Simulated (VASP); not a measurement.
VASP runs on Sb (a7) share one base input (PBE GGA, plane waves, VASP's PBE PAW potentials (set 64)) and change the settings named in each case.

**KPOINTS**
```
Automatic
0
gamma
9 9 9
```

POSCAR:
```
Sb
1
    3.9573420000    -2.1550000000     0.0000000000
    3.9573420000     2.1550000000     0.0000000000
    2.7838200000     0.0000000000     3.5432930000
Sb
2
Direct
  0.2335000000   0.2335000000   0.2335000000
  0.7665000000   0.7665000000   0.7665000000
```

### INCAR
```
SYSTEM = Sb
PREC = Accurate
ENCUT = 400
EDIFF = 1E-6
NELM = 100
ALGO = Normal
LREAL = .FALSE.
LASPH = .TRUE.
ISMEAR = 1
SIGMA = 0.1
GGA = PE
LMAXMIX = 4
LWAVE = .FALSE.
LCHARG = .FALSE.
ISIF = 2
```

POTCAR, in this order: Sb (PBE.64 set). Program: vasp_std.

```tsv
change	E(σ→0) (eV/atom)	pressure (GPa)	largest force (eV/Å)	−TS (eV)	irreducible k-points
base run	-4.1279	2.80	0.216	-0.0002	85
KPOINTS 3×3×3 Monkhorst-Pack mesh	-4.1802	3.51	0.091	0.0004	6
KPOINTS 4×4×4 Monkhorst-Pack mesh	-4.1321	2.75	0.065	-0.0038	10
KPOINTS 7×7×7 Monkhorst-Pack mesh	___	___	___	0.0003	44
KPOINTS 10×10×10 Monkhorst-Pack mesh	-4.1272	2.76	0.224	0.0003	110
```

### Question
Fill in the missing entries.

### Answer

- KPOINTS 7×7×7 Monkhorst-Pack mesh, E(σ→0) (eV/atom): -4.1351
- KPOINTS 7×7×7 Monkhorst-Pack mesh, pressure (GPa): 2.78
- KPOINTS 7×7×7 Monkhorst-Pack mesh, largest force (eV/Å): 0.195

Unless said otherwise, spin-orbit coupling is left out, though it shifts the bands of the heavy elements here.

Left out are runs that ran out of time, are held back, or changed the cell or the kind of run, fixed moments of cells without a moment, rows past the twelfth, gaps on odd meshes, pressures of charged cells and columns that move by less than the noise.

The compound is Sb in the a7 structure. The cell was not relaxed at this level, forces remain on its atoms.
